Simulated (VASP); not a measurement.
# Erbium: cell size and functional

How much does the relaxed cell of Erbium depend on the functional? The starting structure is a measured crystal structure from the Crystallography Open Database.

Program: VASP 6.6.1. Level of theory: Kohn-Sham DFT with plane waves and PAW; PBEsol, r2SCAN, PBE and LDA. Results are calculated unless marked as measured.

### 1. Starting point

Symmetry: P6_3/mmc, No. 194, hexagonal system. The conventional cell has a = 3.550 Å, b = 3.550 Å, c = 5.590 Å, α = 90.00°, β = 90.00°, γ = 120.00°. Er has 12 Er at 3.47 to 3.55 Å nearest.

### 2. Relaxation with PBEsol

PBEsol restores the gradient expansion of exchange and is tuned for the cells of solids. This run starts from the cell of an earlier relaxation, which isn't shown; the restart sets up the plane waves anew.

The input, INCAR:

```
SYSTEM = Er
PREC = Accurate
ENCUT = 520
EDIFF = 1E-07
NELM = 100
ISMEAR = 1
SIGMA = 0.15
LREAL = .FALSE.
ALGO = Normal
GGA = PS
NBANDS = 16
ISPIN = 2
MAGMOM = 0 0
LASPH = .TRUE.
LMAXMIX = 6
LORBIT = 11
LWAVE = .FALSE.
LCHARG = .FALSE.
KPAR = 4
IBRION = 2
NSW = 50
ISIF = 3
EDIFFG = -0.005
```

The input, POSCAR:

```
Er
1.0
    3.5156712027      0.0000000000      0.0000000000
   -1.7578356014      3.0446605729      0.0000000000
    0.0000000000      0.0000000000      5.4515526027
Er
2
Direct
    0.6666666667      0.3333333333      0.7500000000
    0.3333333333      0.6666666667      0.2500000000
```

The input, KPOINTS:

```
Automatic mesh
0
Gamma
16 16 10
0 0 0
```

PAW data sets: Er_3 (PBE family, release 64).

Run with:

```bash
$ mpirun -np 4 vasp_std
```

The program printed:

```text
[banner, memory and clock lines left out]
running    4 mpi-ranks, on    1 nodes
 distrk:  each k-point on    1 cores,    4 groups
 distr:  one band on    1 cores,    1 groups

 POSCAR found type information on POSCAR Er
 POSCAR found :  1 types and       2 ions
|                                                                             |
|               ----> ADVICE to this user running VASP <----                  |
|                                                                             |
|     You enforced a specific xc type in the INCAR file but a different       |
|     [... a line on the potential file left out ...]
|     I HOPE YOU KNOW WHAT YOU ARE DOING!                                     |
|                                                                             |

 LDA part: xc-table for (Slater+PW92), standard interpolation
 POSCAR, INCAR and KPOINTS ok, starting setup
 FFT: planning ... GRIDC
 FFT: planning ... GRID_SOFT
 FFT: planning ... GRID
 WAVECAR not read
 entering main loop
       N       E                     dE             d eps       ncg     rms          rms(c)
DAV:   1     0.488752703606E+02    0.48875E+02   -0.83835E+03 18200   0.112E+03
DAV:   2    -0.786688759142E+01   -0.56742E+02   -0.54814E+02 20032   0.455E+02
DAV:   3    -0.977043811612E+01   -0.19036E+01   -0.18711E+01 15016   0.521E+01
DAV:   4    -0.983975963801E+01   -0.69322E-01   -0.68521E-01 19952   0.771E+00
DAV:   5    -0.984137071379E+01   -0.16111E-02   -0.16109E-02 15168   0.222E+00    0.255E+01
DAV:   6    -0.983592709221E+01    0.54436E-02   -0.28847E-02 20072   0.266E+00    0.152E+01
DAV:   7    -0.984499887429E+01   -0.90718E-02   -0.51210E-02 19480   0.345E+00    0.348E-01
DAV:   8    -0.984467239396E+01    0.32648E-03   -0.33155E-03 18912   0.552E-01    0.752E-02
DAV:   9    -0.984466943195E+01    0.29620E-05   -0.20569E-04 19104   0.165E-01    0.278E-02
DAV:  10    -0.984466523862E+01    0.41933E-05   -0.13904E-05 18496   0.380E-02    0.168E-02
DAV:  11    -0.984466511491E+01    0.12371E-06   -0.69909E-07 16864   0.992E-03    0.118E-02
DAV:  12    -0.984466524093E+01   -0.12601E-06   -0.14653E-07 10296   0.446E-03    0.190E-03
DAV:  13    -0.984466531386E+01   -0.72932E-07   -0.58548E-08 11008   0.577E-03
   1 F= -.98446653E+01 E0= -.98448176E+01  d E =-.984467E+01  mag=    -0.0000
 curvature:   0.00 expect dE= 0.000E+00 dE for cont linesearch  0.000E+00
 trial: gam= 0.00000 g(F)=  0.154E-49 g(S)=  0.212E-05 ort = 0.000E+00 (trialstep = 0.100E+01)
 search vector abs. value=  0.212E-05
 reached required accuracy - stopping structural energy minimisation
```

It took 70 s on 4 MPI ranks of Intel Xeon Platinum 8259CL at 2.50GHz (Skylake/Cascade Lake), shared host; peak memory 1.5 GiB; 4.6 min of CPU time.

The logs omit lines about the potential files and the build; timing stands in the text.

Parts of OUTCAR (step 2):

```text
ion  position               nearest neighbor table
   1  0.667  0.333  0.750-   2 3.40   2 3.40   2 3.40   2 3.40   2 3.40   2 3.40
   2  0.333  0.667  0.250-   1 3.40   1 3.40   1 3.40   1 3.40   1 3.40   1 3.40

  LATTYP: Found a hexagonal cell.
 ALAT       =     3.5156712027
 C/A-ratio  =     1.5506434727

 Subroutine GETGRP returns: Found 24 space group operations
 (whereof 12 operations were pure point group operations)

The static configuration has the point symmetry D_3d.
 The point group associated with its full space group is D_6h.

 Found    180 irreducible k-points:

   k-points           NKPTS =    180   k-points in BZ     NKDIM =    180   number of bands    NBANDS=     16

   dimension x,y,z NGX =    28 NGY =   28 NGZ =   42
   dimension x,y,z NGXF=    56 NGYF=   56 NGZF=   84

   ENCUT  =  520.0 eV  38.22 Ry    6.18 a.u.   6.54  6.54 10.14*2*pi/ulx,y,z

   NELECT =      18.0000    total number of electrons

 k-points in reciprocal lattice and weights: Automatic mesh
   0.00000000  0.00000000  0.00000000       0.000
   0.06250000  0.00000000  0.00000000       0.002
   0.12500000  0.00000000  0.00000000       0.002
   0.18750000 -0.00000000  0.00000000       0.002
   0.25000000  0.00000000  0.00000000       0.002
   0.31250000  0.00000000  0.00000000       0.002
   0.37500000 -0.00000000  0.00000000       0.002
   0.43750000  0.00000000  0.00000000       0.002
   0.50000000  0.00000000  0.00000000       0.001
[...]
0.37500000  0.25000000  0.50000000       0.002
   0.31250000  0.31250000  0.50000000       0.002

 average (electrostatic) potential at core
       1 -34.1036       2 -34.1036

 E-fermi :   3.0774

 spin component 1
 k-point     1 :       0.0000    0.0000    0.0000
  band No.  band energies     occupation
    ...
      4     -21.0952      1.00000
      5     -21.0952      1.00000
      6     -21.0398      1.00000
      7      -2.5142      1.00000
      8       0.7507      1.00000
      9       4.3714     -0.00000
     10       5.0518     -0.00000
     11       5.0518     -0.00000
     12       5.5576     -0.00000
     13       5.8329     -0.00000
    ...

 k-point     2 :       0.0625    0.0000    0.0000
  band No.  band energies     occupation
    ...
      4     -21.1140      1.00000
      5     -21.0973      1.00000
      6     -21.0443      1.00000
      7      -2.4157      1.00000
      8       0.8471      1.00000
      9       4.2561     -0.00000
     10       4.7803     -0.00000
     11       5.1451     -0.00000
     12       5.7004     -0.00000
     13       5.7719     -0.00000
    ...

 k-point     3 :       0.1250    0.0000    0.0000
  band No.  band energies     occupation
    ...
      4     -21.1667      1.00000
      5     -21.1035      1.00000
      6     -21.0576      1.00000
      7      -2.1278      1.00000
      8       1.1204      1.00000
      9       3.9439     -0.00000
     10       4.3069     -0.00000
     11       5.3931     -0.00000
     12       5.4227     -0.00000
     13       5.8602     -0.00000
    ...

 k-point     4 :       0.1875   -0.0000    0.0000
  band No.  band energies     occupation
    ...
      4     -21.2432      1.00000
      5     -21.1136      1.00000
      6     -21.0798      1.00000
      7      -1.6736      1.00000
      8       1.5124      1.00000
      9       3.5198     -0.00012
     10       3.8277     -0.00000
     11       5.0275     -0.00000
     12       5.5564     -0.00000
     13       5.6273     -0.00000
    ...

 k-point     5 :       0.2500    0.0000    0.0000
  band No.  band energies     occupation
    ...
      5     -21.1264      1.00000
      6     -21.1104      1.00000
      7      -1.0920      1.00000
      8       1.8823      1.00000
      9       3.0749      0.51409
     10       3.4550     -0.00107
     11       4.7626     -0.00000
     12       5.2926     -0.00000
     13       5.3186     -0.00000
     14       6.4944      0.00000
    ...

 k-point     6 :       0.3125    0.0000    0.0000
  band No.  band energies     occupation
    ...
      5     -21.1482      1.00000
      6     -21.1398      1.00000
      7      -0.4404      1.00000
      8       2.0107      1.00000
      9       2.6769      1.00052
     10       3.2608     -0.03546
     11       4.7742     -0.00000
     12       5.0534     -0.00000
     13       5.0810     -0.00000
     14       7.2520      0.00000
    ...

  Total        0.0056652      0.0056652      0.0048718     -0.0000000      0.0000000      0.0000000
  in kB        0.1555463      0.1555463      0.1337619     -0.0000000      0.0000000      0.0000000
  external PRESSURE =       0.1482848 kB  Pullay stress =       0.0000000 kB

  energy-cutoff  :      520.00
  volume of cell :       58.35
      direct lattice vectors                 reciprocal lattice vectors
     3.515671203  0.000000000  0.000000000     0.284440706  0.164221918  0.000000000
    -1.757835601  3.044660573  0.000000000     0.000000000  0.328443837  0.000000000
     0.000000000  0.000000000  5.451552603     0.000000000  0.000000000  0.183433982

 POSITION                                       TOTAL-FORCE (eV/Angst)
 -----------------------------------------------------------------------------------
      1.75784      1.01489      4.08866         0.000000      0.000000      0.000000
     -0.00000      2.02977      1.36289        -0.000000     -0.000000      0.000000
 -----------------------------------------------------------------------------------
    total drift:                               -0.000000      0.000000     -0.000000

  FREE ENERGIE OF THE ION-ELECTRON SYSTEM (eV)
  ---------------------------------------------------
  free  energy   TOTEN  =        -9.8446653139 eV

  energy  without entropy=       -9.8451221863  energy(sigma->0) =       -9.84481760

 reached required accuracy - stopping structural energy minimisation

 total charge
# of ion       s       p       d       tot
------------------------------------------
    1        0.531   6.558   1.134   8.224
    2        0.531   6.558   1.134   8.224
--------------------------------------------------
tot          1.063  13.117   2.268  16.448

 magnetization (x)
# of ion       s       p       d       tot
------------------------------------------
    1        0.000  -0.000   0.000   0.000
    2        0.000  -0.000   0.000   0.000
--------------------------------------------------
tot          0.000  -0.000   0.000   0.000

[... 1 further part left out ...]
```

CONTCAR:

```
Er
   1.00000000000000
     3.5156712027000001    0.0000000000000000    0.0000000000000000
    -1.7578356014000001    3.0446605728999998    0.0000000000000000
     0.0000000000000000    0.0000000000000000    5.4515526026999996
  Er
     2
Direct
     0.6666666667000030    0.3333333332999970    0.7500000000000000
     0.3333333332999970    0.6666666667000030    0.2500000000000000
```

The data set Er_3 holds the 4f electrons frozen in the core, so no f bands or f moments appear. The PAW data sets were made with PBE, which is usual practice but a small mismatch for other functionals. The run keeps the 24 symmetry operations of its start, so it cannot find a distortion of lower symmetry.

With PBEsol the relaxed cell holds 29.177 Å³ an atom, -4.35 % against the measured cell, with a = 3.516 Å and c = 5.452 Å.

### 3. Relaxation with r2SCAN

r2SCAN adds the kinetic-energy density, costs more than a GGA and is run with LASPH. This run starts from the cell of an earlier relaxation, which isn't shown; the restart sets up the plane waves anew.

INCAR, as its differences from that of step 2:

```diff
@@ -9,3 +9,4 @@
 ALGO = Normal
-GGA = PS
+METAGGA = R2SCAN
+LASPH = .TRUE.
 NBANDS = 16
@@ -13,3 +14,2 @@
 MAGMOM = 0 0
-LASPH = .TRUE.
 LMAXMIX = 6
```

The input, POSCAR:

```
Er
1.0
    3.5877326098      0.0000000000      0.0000000000
   -1.7938663049      3.1070675821      0.0000000000
    0.0000000000      0.0000000000      5.5342373904
Er
2
Direct
    0.6666666667      0.3333333333      0.7500000000
    0.3333333333      0.6666666667      0.2500000000
```

KPOINTS is that of step 2.

Run with:

```bash
$ mpirun -np 4 vasp_std
```

The program printed:

```text
[banner, memory and clock lines left out]
running    4 mpi-ranks, on    1 nodes
[...]
[... a notice as in an earlier step ...]

 LDA part: xc-table for (None), standard interpolation
 POSCAR, INCAR and KPOINTS ok, starting setup
[...]
entering main loop
       N       E                     dE             d eps       ncg     rms          rms(c)
DAV:   1    -0.363335620722E+01   -0.36334E+01   -0.85726E+03 16712   0.115E+03
DAV:   2    -0.672704069949E+02   -0.63637E+02   -0.61685E+02 19912   0.480E+02
DAV:   3    -0.696166806547E+02   -0.23463E+01   -0.22806E+01 16024   0.579E+01
DAV:   4    -0.697094464079E+02   -0.92766E-01   -0.91470E-01 19560   0.870E+00
[...]
DAV:  13    -0.678138290796E+02   -0.62034E-06   -0.13572E-08 11056   0.211E-03    0.172E-03
DAV:  14    -0.678138301307E+02   -0.10511E-05   -0.87173E-09  8456   0.254E-03    0.105E-03
DAV:  15    -0.678138301171E+02    0.13634E-07   -0.46570E-09 10720   0.185E-03
   1 F= -.67813830E+02 E0= -.67813588E+02  d E =-.678138E+02  mag=    -0.0000
[...]
reached required accuracy - stopping structural energy minimisation
```

Wall time 6.7 min (4 MPI ranks); peak memory 1.6 GiB.

From OUTCAR (step 3):

```text
  Total       -0.0083012     -0.0083012     -0.0055830      0.0000000     -0.0000000      0.0000000
  in kB       -0.2155880     -0.2155880     -0.1449937      0.0000000     -0.0000000      0.0000000
  external PRESSURE =      -0.1920566 kB  Pullay stress =       0.0000000 kB

 POSITION                                       TOTAL-FORCE (eV/Angst)
 -----------------------------------------------------------------------------------
      1.79387      1.03569      4.15068         0.000000      0.000000      0.000000
     -0.00000      2.07138      1.38356        -0.000000     -0.000000      0.000000
 -----------------------------------------------------------------------------------
    total drift:                                0.000000     -0.000000      0.000000

  FREE ENERGIE OF THE ION-ELECTRON SYSTEM (eV)
  ---------------------------------------------------
  free  energy   TOTEN  =       -67.8138301171 eV

  energy  without entropy=      -67.8131032786  energy(sigma->0) =      -67.81358784

 magnetization (x)
# of ion       s       p       d       tot
------------------------------------------
    1        0.000  -0.000  -0.000  -0.000
    2        0.000  -0.000  -0.000  -0.000
--------------------------------------------------
tot          0.000  -0.000  -0.000  -0.000

[... 2 parts as in an earlier step ...]

[... 2 further parts left out ...]
[key lines of the parts left out:]
E-fermi :   2.8883
```

With r2SCAN the relaxed cell holds 30.846 Å³ an atom, +1.12 % against the measured cell, with a = 3.588 Å and c = 5.534 Å. That is +5.72 % from PBEsol.

(Part 1 of 2 ends here.)

[Lines on the potential files, build, host, timing and source positions are cut from VASP's logs without a mark.]

[Logs are printed without paths, hosts, clocks, repeated set-up lines and the standing remarks that a program may print on its own settings, such as how far it seeks lower states.]

[Hosts, paths, dates, database ids (printed as entryN), source tags and the programs' standing remarks are cut or masked in the printed files.]
